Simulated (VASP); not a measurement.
An input for Ansatz (written as the equivalent of a VASP run, and not itself run):

Ansatz 0.2 input:
```yaml
crystal:
  lattice:
    - [4.0885783, -2.2659240, -0.0201414]
    - [4.0885783, 2.2659240, -0.0201414]
    - [2.8511318, 0.0000000, 3.7043673]
  atoms:
    - { symbol: Bi, position: [0.2372436, 0.2372436, 0.2372436] }
    - { symbol: Bi, position: [0.7627564, 0.7627564, 0.7627564] }
kpoints:
  mp_grid: { grid: [11, 11, 11] }
hamiltonian:
  xc: pbe
  dispersion: d4
  pseudopotentials: { kind: paw }
scf:
  occupations: { method: tetrahedron }
  max_iter: 100
output: { forces: true, stress: true, eigenvalues: true }
```

Problem. Translate this input to VASP (INCAR, KPOINTS, POSCAR, choice of POTCAR).

Solution. One answer among several that fit: 
**KPOINTS**
```
Automatic mesh
0
Gamma
11 11 11
0 0 0
```

INCAR:
```
LASPH=.TRUE.   ! aspherical one-centre terms
SYSTEM=Bi
ALGO=Normal
LORBIT=11   ! lm-projected
LWAVE=.FALSE.
ISMEAR=-5
EDIFF=1E-7
PREC=Accurate
GGA=PE
IVDW=13
LCHARG=.TRUE.
ISIF=2   ! forces and stress, cell fixed
ENCUT=520   ! plane-wave cut-off (eV)
LMAXMIX=4
NEDOS=601
NELM=100
LREAL=.FALSE.
```

**POSCAR**
```
Bi
1
    4.0885782991    -2.2659239523    -0.0201413964
    4.0885782991     2.2659239523    -0.0201413964
    2.8511318357     0.0000000000     3.7043672627
Bi
2
Direct
  0.2372436458   0.2372436458   0.2372436458
  0.7627563542   0.7627563542   0.7627563542
```

POTCAR, in this order: Bi_d (PBE.64 set). Program: vasp_std.

Limits of the translation: each code has its own PAW files, so the cut-off isn't converted (ENCUT is set for VASP's; basis.ecutwfc is left out, and Ansatz then takes the one that its files recommend); Ansatz stops its SCF on the density residual and VASP on the energy change (EDIFF).

The compound is Bi in the a7 structure. It was relaxed first.
